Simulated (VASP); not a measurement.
All values below come from RPBE GGA, VASP's PBE PAW potentials (set 64) (plane waves; VASP 6.6.1).

The input files of a VASP run:

INCAR:
```
SYSTEM = Te atom
PREC = Normal
ENCUT = 520
EDIFF = 1E-6
NELM = 200
ALGO = All
LREAL = .FALSE.
LASPH = .TRUE.
ISMEAR = 0
SIGMA = 0.01
GGA = RP
LMAXMIX = 4
ISPIN = 2
MAGMOM = 2
LORBIT = 10
LWAVE = .FALSE.
LCHARG = .FALSE.
ISYM = 0
NUPDOWN = 2
```

KPOINTS:
```
Automatic
0
gamma
1 1 1
```

POSCAR:
```
Te atom
12.0
  1.0000000000   0.0000000000   0.0000000000
  0.0000000000   1.0416666667   0.0000000000
  0.0000000000   0.0000000000   1.0833333333
Te
1
Direct
  0.0000000000   0.0000000000   0.0000000000
```

POTCAR, in this order: Te (PBE.64 set). Program: vasp_gam. Read from the step before: WAVECAR.

The resulting files:

**OSZICAR**
```
       N       E                     dE             d eps       ncg     rms           ort
SDA:   1    -0.682491753496E+00   -0.68249E+00    0.00000E+00     8   0.627E-02   0.000E+00
CGA:   2    -0.684825321813E+00   -0.23336E-02   -0.23433E-02     8   0.664E-03  -0.568E-04
CGA:   3    -0.685042466050E+00   -0.21714E-03   -0.21866E-03     8   0.222E-03  -0.130E-04
SDA:   4    -0.686429458188E+00   -0.13870E-02   -0.13894E-02     8   0.729E-01  -0.499E-05
SDA:   5    -0.714715017114E+00   -0.28286E-01   -0.81969E-01     8   0.353E+00  -0.570E-01
CGA:   6    -0.788125842769E+00   -0.73411E-01   -0.73710E-01     8   0.214E-01  -0.261E-02
CGA:   7    -0.797870595458E+00   -0.97448E-02   -0.97467E-02     8   0.698E-02  -0.330E-06
CGA:   8    -0.800646328912E+00   -0.27757E-02   -0.27746E-02     8   0.151E-02  -0.776E-05
CGA:   9    -0.801217797748E+00   -0.57147E-03   -0.57110E-03     8   0.336E-03  -0.184E-05
CGA:  10    -0.801340858932E+00   -0.12306E-03   -0.12287E-03     8   0.674E-04  -0.131E-05
CGA:  11    -0.801365837931E+00   -0.24979E-04   -0.24917E-04     8   0.931E-05  -0.477E-06
CGA:  12    -0.801369758212E+00   -0.39203E-05   -0.39300E-05     8   0.219E-05   0.150E-06
CGA:  13    -0.801370801913E+00   -0.10437E-05   -0.10446E-05     8   0.650E-06   0.534E-07
CGA:  14    -0.801371180747E+00   -0.37883E-06   -0.38383E-06     8   0.292E-06  -0.493E-07
   1 F= -.80137118E+00 E0= -.80137118E+00  d E =-.160362E-24  mag=     2.0000
```

OUTCAR:
```
------------------------ aborting loop because EDIFF is reached ----------------------------------------
  FORCE on cell =-STRESS in cart. coord.  units (eV):
  Direction    XX          YY          ZZ          XY          YZ          ZX
  --------------------------------------------------------------------------------------
  Total        0.0019024     -0.0002242     -0.0001012      0.0006234      0.0000854     -0.0004339
  in kB        0.0015630     -0.0001842     -0.0000831      0.0005122      0.0000702     -0.0003565
  external PRESSURE =       0.0004319 kB  Pullay stress =       0.0000000 kB
  volume of cell :     1950.00
      direct lattice vectors                 reciprocal lattice vectors
    12.000000000  0.000000000  0.000000000     0.083333333  0.000000000  0.000000000
     0.000000000 12.500000000  0.000000000     0.000000000  0.080000000  0.000000000
     0.000000000  0.000000000 13.000000000     0.000000000  0.000000000  0.076923077
 POSITION                                       TOTAL-FORCE (eV/Angst)
 -----------------------------------------------------------------------------------
      0.00000      0.00000      0.00000         0.000000      0.000000      0.000000
 -----------------------------------------------------------------------------------
    total drift:                                0.000000      0.000000      0.000000
  FREE ENERGIE OF THE ION-ELECTRON SYSTEM (eV)
  ---------------------------------------------------
  free  energy   TOTEN  =        -0.8013711807 eV

  energy  without entropy=       -0.8013711807  energy(sigma->0) =       -0.80137118

 total charge

# of ion       s       p       d       tot
------------------------------------------
    1        1.412   1.817   0.001   3.230

 magnetization (x)

# of ion       s       p       d       tot
------------------------------------------
    1        0.015   0.947   0.001   0.963
```
(Selected blocks of OUTCAR.)

The atom may not be in its lowest state.

The cell is a free atom in a box.
